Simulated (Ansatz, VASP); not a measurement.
# Cross-check of Be (Beryllium) between VASP and Ansatz

Aim: how closely do two programs agree when they are given the same cell, functional and k mesh? The cell is taken from a series of runs on this material, whose earlier steps may have relaxed, scaled, displaced or heated it; both programs get it as it stands.

Method: plane waves, with VASP 6.6.1 beside it; zone-centre phonons at PBEsol, in Ansatz 0.2.0.

## 1. The structure

Symmetry: P6_3/mmc, No. 194, hexagonal system. Conventional cell: a = 2.272 Å, b = 2.272 Å, c = 3.574 Å, α = 90.00°, β = 90.00°, γ = 120.00°. Nearest to Be lie 12 Be at 2.22 to 2.27 Å.

## 2. Ansatz: zone-centre phonons, PBEsol, pair 1

Ansatz runs on its PAW soft_1 files.

Second derivatives magnify differences that forces hide, and they need a tight electronic threshold.

Input file input.yaml:

```yaml
crystal:
  lattice:
    - [2.2724940432, 0.0, 0.0]
    - [-1.1362470216, 1.9680375713, 0.0]
    - [0.0, 0.0, 3.5737900764]
  atoms:
    - { symbol: Be, position: [0.3333333333, 0.6666666667, 0.25] }
    - { symbol: Be, position: [0.6666666667, 0.3333333333, 0.75] }
kpoints:
  mp_grid: { grid: [24, 24, 12] }
hamiltonian:
  xc: pbesol
  pseudopotentials: { kind: paw, azcp: { folder: soft_1 }, xc_functional: pbe }
scf:
  occupations: { method: methfessel_paxton, width: 0.2 }
output:
  eigenvalues: true
phonons:
  method: dfpt
```

On the command line:

```
> ansatz run input.yaml --threads 4 --pin off --max-ram 10240MiB --backend cpu --events-out ev --progress --plain --runs-dir out
```

Numbers of over 12 decimals in the logs are rounded to 6 here.

The program printed:

```text
zone centre: on kpoints.mp_grid the ground state, and the responses unless they are solved on pairs of k-points, stand on 1099 of the mesh's 6912 k-points, reduced under 4 symmetry operations, with k and −k counted as one. Each operation leaves every solved displacement unchanged or reverses it
Engine: ansatz 0.2.0, x86_64-unknown-linux-gnu
Pseudopotentials: kind: paw
Pseudopotential: Be, paw, valence charge 2, recommended cutoff 420 eV (normal), soft_1/Be.paw.azcp
Functional definition: PBEsol
  exchange = pbesol_x
  correlation = pbesol_c
Crystal: 2 atoms, lattice volume = 15.983 Å³
Basis set: ecut = 420 eV, 311 PW (Γ), exchange–correlation on 32×32×48 points (8 copies of the dense FFT grid, shifted against one another)
Bands: 6, of which v1, the nominal top of the filled ones, is band 2 counted from 1 (1 counted from 0)
Symmetry: 24 space group operations
k-points: 1099 of 6912 (irreducible under 4 space group operations, time reversal used)
Non-local potential: Be, projectors of the file, l = 0: 2, l = 1: 2, l = 2: 1
PAW form: soft (Blöchl's): semilocal exchange-correlation on the pseudo side does not see the compensation charge
PAW frozen core: Be, regenerated for the run's functional, and the local potential with it (the file was generated under x = pbe(κ = 0.804, μ = 0.219515), c = pbe(β = 0.066725))
PAW one-centre angular grid: Be, 110 points (default); XC on 64 Gauss nodes
Initial density: superposition of atomic densities (chi_scale 0.1, normalization cell)
Initial wavefunctions: pseudopotential atomic-orbital guess
Functional: x = pbesol(κ = 0.804, μ = 0.123457), c = pbesol(β = 0.046)
SCF iter   1: F=—  HF=-180.713947 eV  |F-HF|=—  |Δ(HF+E_count)|=         —  Δρ=1.41e-2  dr2=2.34e-2  ethr=3.10e-3  ⟨swp⟩=4.5  Hψ=53743  notcnv=0
preconditioner: auto → none  [metal: Δε(μ)=0.045 eV  Ē_g=12.781 eV  σ=0.200 eV  W_gap=0.19  n_scr=2 (ndim 8)  ℏωp=18.6 eV  f_vac=0.000  D(μ)=0.22/eV (n_scr^D=0)  sad-step TF]
SCF iter   2: F=—  HF=-180.700413 eV  |F-HF|=—  |Δ(HF+E_count)|=   1.35e-2  S|Δr|=    0.00e0  Δρ=8.57e-3  dr2=8.86e-3  ethr=5.85e-4  ⟨swp⟩=1.0  Hψ=15386  notcnv=0
SCF iter   3: F=—  HF=-180.696516 eV  |F-HF|=—  |Δ(HF+E_count)|=   3.90e-3  S|Δr|=    0.00e0  Δρ=4.42e-4  dr2=2.66e-5  ethr=2.22e-4  ⟨swp⟩=1.0  Hψ=6594  notcnv=0
SCF iter   4: F=—  HF=-180.696502 eV  |F-HF|=—  |Δ(HF+E_count)|=   1.36e-5  S|Δr|=    0.00e0  Δρ=2.99e-5  dr2=9.46e-8  ethr=6.66e-7  ⟨swp⟩=1.0  Hψ=6622  notcnv=0
SCF iter   5: F=—  HF=-180.696502 eV  |F-HF|=—  |Δ(HF+E_count)|=   1.10e-9  S|Δr|=    0.00e0  Δρ=5.94e-6  dr2=3.66e-9  ethr=2.36e-9  ⟨swp⟩=1.9  Hψ=8190  notcnv=0
SCF iter   6: F=-180.696502 eV  HF=-180.696502 eV  |F-HF|=1.31e-12  |Δ(HF+E_count)|=   1.46e-9  S|Δr|=    0.00e0  Δρ=1.97e-7  dr2=5.02e-12  ethr=1.00e-12  ⟨swp⟩=4.0  Hψ=23146  notcnv=0
SCF 1 converged in 6 iterations: F = -180.696502 eV  dr2 = 5.02e-12
  greatest PAW one-centre occupation: 0.355 electrons in one spin orbital (limit 2), on the Be atom at site 1 (counted from 0), in its partial waves of l = 0
DFPT response loops at Γ: preconditioner auto → Kerker (q_TF=auto, 2.166 Å⁻¹) (partly filled bands, converged f_vac=0.000); β = 1.00, the filter's whole step (`scf.mixing.beta` (0.50) is not read by the response loops under this deck's `scf.mixing.preconditioner`; to damp them name `kerker` or `kerker_dos`, under which they read `scf.mixing.beta`, and type it under 1.00, their step now; both keys bind the ground state too); Broyden in place of MSR1
SCF converged after 6 iterations
Stability not checked: this state was not tested for a lower state beside it, because cold or Methfessel-Paxton smearing, or corrected tetrahedra, fill the levels in a way that the test cannot read (fill_not_monotonic; see scf.lower_state_search)
Free energy (F): -180.696502 eV
Harris-Foulkes:  -180.696502 eV  (|F-HF|=1.31e-12)
Internal energy: -180.696027 eV  (E = F + TS)
E sigma→0 (E₀):  -180.696383 eV
Entropy (-TS):   -0.000475 eV (-0.238 meV/atom)
Fermi energy:    7.963166 eV
--- Per-component energies (eV) ---
  E_band       = 11.894248
  E_kinetic    = 42.448501
  E_local      = 6.252951  (includes V_loc(G=0)·N_el)
  E_nonlocal   = 7.484438
  E_hartree    = 0.076706
  E_xc         = -40.526299
  E_vxc        = -41.492182  (∫ρ·V_xc dr)
  E_paw        = -113.262414  (= ΣΔE_a)
  E_vpaw       = -2.952869  (= ΣTr[D̂ρ^β])
  E_aug_tail   = -0.000001  (compensation charges beyond the density's cutoff)
  E_ewald      = -83.188971
  E_core_change = 0.019063  (= ΣΔE_core)
  E_smearing   = -0.000475  (= −TS)
  E_closure    = 0.000000  (closes the sum)
  Σ components = -180.696502   (vs F -180.696502, Δ=0.00e0)
--- Band table (eV; the first three rows and the last of 1099) ---
  k-point 0: bands = ["-3.2751", "3.5974", "9.1071", "23.8294", "23.8294", "26.6640"]
  k-point 1: bands = ["-3.2152", "3.2377", "9.6064", "23.8841", "23.8841", "26.6451"]
  k-point 2: bands = ["-3.0356", "2.4133", "10.8479", "24.0453", "24.0453", "26.5787"]
  k-point 1098: bands = ["4.1172", "4.1172", "11.5268", "11.5268", "15.4442", "15.4442"]
--- Phonons (Γ-DFPT): 2 representative perturbations + reference, on 1099 of 6912 k-points (Σ response iterations 6) ---
  k mesh reduced under 4 symmetry operations, with k and −k counted as one. Each operation leaves every solved displacement unchanged or reverses it
  ASR residual: 8.411e-5 → 0.000e0 eV/Å²; symmetrization residual: 5.329e-15 eV/Å²
  ASR residual per site (eV/Å²): 8.41e-5 8.41e-5
  Γ frequencies (cm⁻¹): 0.00 0.00 0.00 458.74 458.74 683.39
  non-analytic LO–TO correction: not included (Born effective charges unavailable; polar crystals: no LO–TO splitting at Γ)
```

In the SCF lines HF is the Harris–Foulkes energy and dr2 the Hartree energy of the density residual, in eV; the loop may stop once dr2 is under the threshold and the program's other checks hold. Hψ counts applications of the Hamiltonian.

## 3. VASP: zone-centre phonons, PBEsol, pair 1

The same cell, functional, mesh and smearing now go to VASP, with its own data sets.

Lines of VASP's logs that name or quote its potential files are left out, and so is its time.

Input file INCAR:

```
SYSTEM = Be
PREC = Accurate
ENCUT = 600
EDIFF = 1E-08
NELM = 120
ISMEAR = 1
SIGMA = 0.2
LREAL = .FALSE.
ALGO = Normal
GGA = PS
NBANDS = 8
LORBIT = 11
LWAVE = .FALSE.
LCHARG = .FALSE.
ISIF = 2
IBRION = 8
LASPH = .TRUE.
GGA_COMPAT = .FALSE.
KPAR = 2
```

Input file POSCAR:

```
Be
1.0
    2.2724940432      0.0000000000      0.0000000000
   -1.1362470216      1.9680375713      0.0000000000
    0.0000000000      0.0000000000      3.5737900764
Be
2
Direct
    0.3333333333      0.6666666667      0.2500000000
    0.6666666667      0.3333333333      0.7500000000
```

Input file KPOINTS:

```
Automatic mesh
0
Gamma
24 24 12
0 0 0
```

The projector-augmented-wave data sets are Be (PBE family, release 64).

On the command line:

```
> mpirun -np 2 vasp_std
```

The program printed:

```text
[banner, memory and clock lines left out]
running    2 mpi-ranks, on    1 nodes
 distrk:  each k-point on    1 cores,    2 groups
 distr:  one band on    1 cores,    1 groups

 POSCAR found type information on POSCAR Be
 POSCAR found :  1 types and       2 ions
|                                                                             |
|               ----> ADVICE to this user running VASP <----                  |
|                                                                             |
|     You enforced a specific xc type in the INCAR file but a different       |
|     [... a line on the potential file left out ...]
|     I HOPE YOU KNOW WHAT YOU ARE DOING!                                     |
|                                                                             |

 LDA part: xc-table for (Slater+PW92), standard interpolation
 POSCAR, INCAR and KPOINTS ok, starting setup
 FFT: planning ... GRIDC
 FFT: planning ... GRID_SOFT
 FFT: planning ... GRID
 WAVECAR not read
 entering main loop
       N       E                     dE             d eps       ncg     rms          rms(c)
DAV:   1    -0.323103791100E+01   -0.32310E+01   -0.19432E+03  6872   0.459E+02
DAV:   2    -0.800470697965E+01   -0.47737E+01   -0.46332E+01 10984   0.549E+01
DAV:   3    -0.802476187608E+01   -0.20055E-01   -0.19673E-01  7528   0.304E+00
DAV:   4    -0.802477514336E+01   -0.13267E-04   -0.13267E-04 10096   0.842E-02
DAV:   5    -0.802477514573E+01   -0.23743E-08   -0.29618E-08  7440   0.527E-04    0.123E+00
DAV:   6    -0.800237474282E+01    0.22400E-01   -0.24549E-03  7216   0.542E-01    0.748E-01
DAV:   7    -0.799288722749E+01    0.94875E-02   -0.35659E-03  7840   0.561E-01    0.137E-02
DAV:   8    -0.799288545415E+01    0.17733E-05   -0.11992E-05  7608   0.277E-02    0.574E-03
DAV:   9    -0.799288612119E+01   -0.66704E-06   -0.43240E-07  8808   0.489E-03    0.465E-04
DAV:  10    -0.799288610035E+01    0.20843E-07   -0.44813E-10  7472   0.159E-04    0.157E-04
DAV:  11    -0.799288608847E+01    0.11877E-07   -0.96564E-11  4184   0.866E-05    0.459E-06
DAV:  12    -0.799288608764E+01    0.83087E-09   -0.29847E-12  3440   0.182E-05
   1 F= -.79928861E+01 E0= -.79927271E+01  d E =-.476930E-03
 Linear response reoptimize wavefunctions to high precision
DAV:   1    -0.799288608713E+01    0.50900E-09   -0.19780E-13  4144   0.470E-06
DAV:   2    -0.799288608713E+01    0.00000E+00    0.18889E-14  3456   0.127E-06
 Linear response DOF=           2
 Linear response progress:
  Degree of freedom:   1/  2
       N       E                     dE             d eps       ncg     rms          rms(c)
RMM:   1    -0.655408992963E-02   -0.65541E-02   -0.23906E-03 71262   0.277E-01
RMM:   2    -0.654297822454E-02    0.11112E-04   -0.26588E-05 50983   0.290E-02    0.232E-02
RMM:   3    -0.654640010493E-02   -0.34219E-05   -0.72228E-07 51327   0.518E-03    0.139E-02
RMM:   4    -0.656835067505E-02   -0.21951E-04   -0.14408E-06 51508   0.719E-03    0.309E-04
RMM:   5    -0.656824611753E-02    0.10456E-06   -0.15813E-09 52252   0.338E-04    0.116E-04
RMM:   6    -0.656818620580E-02    0.59912E-07   -0.48225E-11 51765   0.464E-05    0.409E-06
RMM:   7    -0.656817854639E-02    0.76594E-08    0.14970E-10 48647   0.299E-06    0.185E-06
 first order change of Fermi-energy   0.18362E-05
 force on displaced ion       1 direction 1 :  -3.492   0.000   0.000
 Linear response progress:
  Degree of freedom:   2/  2
       N       E                     dE             d eps       ncg     rms          rms(c)
RMM:   1    -0.162477926330E-01   -0.16248E-01    0.31539E-02 25184   0.649E-01
RMM:   2    -0.147909467342E-01    0.14568E-02    0.24709E-03 16189   0.902E-02    0.103E-01
RMM:   3    -0.144051414374E-01    0.38581E-03    0.10369E-03 15988   0.884E-02    0.384E-02
RMM:   4    -0.146324798044E-01   -0.22734E-03    0.17747E-04 16406   0.503E-02    0.408E-03
RMM:   5    -0.146638238757E-01   -0.31344E-04   -0.27824E-05 17039   0.374E-03    0.549E-04
RMM:   6    -0.146621957690E-01    0.16281E-05   -0.45985E-06 16878   0.356E-04    0.730E-05
RMM:   7    -0.146615583474E-01    0.63742E-06   -0.79565E-07 17375   0.395E-05    0.168E-05
RMM:   8    -0.146615278453E-01    0.30502E-07    0.43020E-08 16650   0.144E-05    0.691E-07
RMM:   9    -0.146615322380E-01   -0.43927E-08    0.39025E-09 16272   0.176E-06    0.237E-07
 first order change of Fermi-energy   0.55186E-05
 force on displaced ion       1 direction 3 :   0.000  -0.000  -7.897
 Linear response finished
```

From OUTCAR (step 3):

```text
ion  position               nearest neighbor table
   1  0.333  0.667  0.250-   2 2.22   2 2.22   2 2.22   2 2.22   2 2.22   2 2.22
   2  0.667  0.333  0.750-   1 2.22   1 2.22   1 2.22   1 2.22   1 2.22   1 2.22

  LATTYP: Found a hexagonal cell.
 ALAT       =     2.2724940432
 C/A-ratio  =     1.5726290184

 Subroutine GETGRP returns: Found 24 space group operations
 (whereof 12 operations were pure point group operations)

The static configuration has the point symmetry D_3d.
 The point group associated with its full space group is D_6h.

 Found    427 irreducible k-points:

   k-points           NKPTS =    427   k-points in BZ     NKDIM =    427   number of bands    NBANDS=      8

   dimension x,y,z NGX =    18 NGY =   18 NGZ =   30
   dimension x,y,z NGXF=    36 NGYF=   36 NGZF=   60

   ENCUT  =  600.0 eV  44.10 Ry    6.64 a.u.   4.54  4.54  7.14*2*pi/ulx,y,z

   NELECT =       4.0000    total number of electrons

 k-points in reciprocal lattice and weights: Automatic mesh
   0.00000000  0.00000000  0.00000000       0.000
   0.04166667 -0.00000000  0.00000000       0.001
   0.08333333 -0.00000000  0.00000000       0.001
   0.12500000 -0.00000000  0.00000000       0.001
   0.16666667 -0.00000000  0.00000000       0.001
   0.20833333 -0.00000000  0.00000000       0.001
   0.25000000 -0.00000000  0.00000000       0.001
   0.29166667 -0.00000000  0.00000000       0.001
   0.33333333 -0.00000000  0.00000000       0.001
[...]
0.33333333  0.29166667  0.50000000       0.002
   0.33333333  0.33333333  0.50000000       0.000

 average (electrostatic) potential at core
       1 -32.9091       2 -32.9091

  Total       -0.1989160     -0.1989160     -0.1910661      0.0000000     -0.0000000      0.0000000
  in kB      -19.9395436    -19.9395436    -19.1526526      0.0000000     -0.0000000      0.0000000
  external PRESSURE =     -19.6772466 kB  Pullay stress =       0.0000000 kB

  energy-cutoff  :      600.00
  volume of cell :       15.98
      direct lattice vectors                 reciprocal lattice vectors
     2.272494043  0.000000000  0.000000000     0.440045158  0.254060190  0.000000000
    -1.136247022  1.968037571  0.000000000     0.000000000  0.508120381  0.000000000
     0.000000000  0.000000000  3.573790076     0.000000000  0.000000000  0.279814980

 POSITION                                       TOTAL-FORCE (eV/Angst)
 -----------------------------------------------------------------------------------
     -0.00000      1.31203      0.89345         0.000000      0.000000      0.000000
      1.13625      0.65601      2.68034        -0.000000     -0.000000      0.000000
 -----------------------------------------------------------------------------------
    total drift:                                0.000000     -0.000000      0.000000

 Eigenvectors and eigenvalues of the dynamical matrix
 ----------------------------------------------------

   1 f  =   20.694567 THz   130.027796 2PiTHz  690.296436 cm-1    85.585812 meV
             X         Y         Z           dx          dy          dz
     -0.000000  1.312025  0.893448    -0.000000    0.000000   -0.707107
      1.136247  0.656013  2.680343     0.000000    0.000000    0.707107

   2 f  =   13.762167 THz    86.470247 2PiTHz  459.056484 cm-1    56.915725 meV
             X         Y         Z           dx          dy          dz
     -0.000000  1.312025  0.893448     0.707107    0.000000   -0.000000
      1.136247  0.656013  2.680343    -0.707107   -0.000000    0.000000

   3 f  =   13.762167 THz    86.470247 2PiTHz  459.056484 cm-1    56.915725 meV
             X         Y         Z           dx          dy          dz
     -0.000000  1.312025  0.893448    -0.000000    0.707107    0.000000
      1.136247  0.656013  2.680343     0.000000   -0.707107    0.000000

   4 f  =    0.000000 THz     0.000001 2PiTHz    0.000004 cm-1     0.000000 meV
             X         Y         Z           dx          dy          dz
     -0.000000  1.312025  0.893448     0.316228   -0.632456   -0.000000
      1.136247  0.656013  2.680343     0.316228   -0.632456    0.000000

   5 f  =    0.000000 THz     0.000001 2PiTHz    0.000004 cm-1     0.000000 meV
             X         Y         Z           dx          dy          dz
     -0.000000  1.312025  0.893448     0.632456    0.316228   -0.000000
      1.136247  0.656013  2.680343     0.632456    0.316228    0.000000

   6 f  =    0.000000 THz     0.000000 2PiTHz    0.000000 cm-1     0.000000 meV
             X         Y         Z           dx          dy          dz
     -0.000000  1.312025  0.893448     0.000000    0.000000    0.707107
      1.136247  0.656013  2.680343    -0.000000    0.000000    0.707107

 ELASTIC MODULI CONTR FROM IONIC RELAXATION (kBar)
 Direction    XX          YY          ZZ          XY          YZ          ZX
 --------------------------------------------------------------------------------
 XX        -219.1495    219.1495      0.0000      0.0000      0.0000      0.0000
 YY         219.1495   -219.1495     -0.0000     -0.0000     -0.0000      0.0000
 ZZ           0.0000     -0.0000     -0.0000     -0.0000     -0.0000      0.0000
 XY           0.0000     -0.0000     -0.0000   -219.1495     -0.0000      0.0000
 YZ           0.0000     -0.0000     -0.0000     -0.0000     -0.0000      0.0000
 ZX           0.0000      0.0000      0.0000      0.0000      0.0000      0.0000
 --------------------------------------------------------------------------------
```

## 4. Comparison

Known differences besides the potentials themselves: the cutoff is 420 eV in Ansatz and 600 eV in VASP; Ansatz makes its cores anew for this functional, VASP keeps those of its PBE data sets. Total energies have different zeros and are not compared.

Compared:

```tsv
quantity	Ansatz	VASP	difference
optical mode 1 to 2 (cm⁻¹)	458.7	459.1	-0.07 %
optical mode 3 (cm⁻¹)	683.4	690.3	-1.00 %
```

Modes are paired by rising frequency, not by their patterns, so a pair may set unlike modes beside each other; they are those without the splitting of longitudinal modes.

(Continued in part 2 of 2.)

[Lines on the potential files, build, host, timing and source positions are cut from VASP's logs without a mark.]

[Logs are printed without paths, hosts, clocks, repeated set-up lines and the standing remarks that a program may print on its own settings, such as how far it seeks lower states.]

[Hosts, paths, dates, database ids (printed as entryN), source tags and the programs' standing remarks are cut or masked in the printed files.]
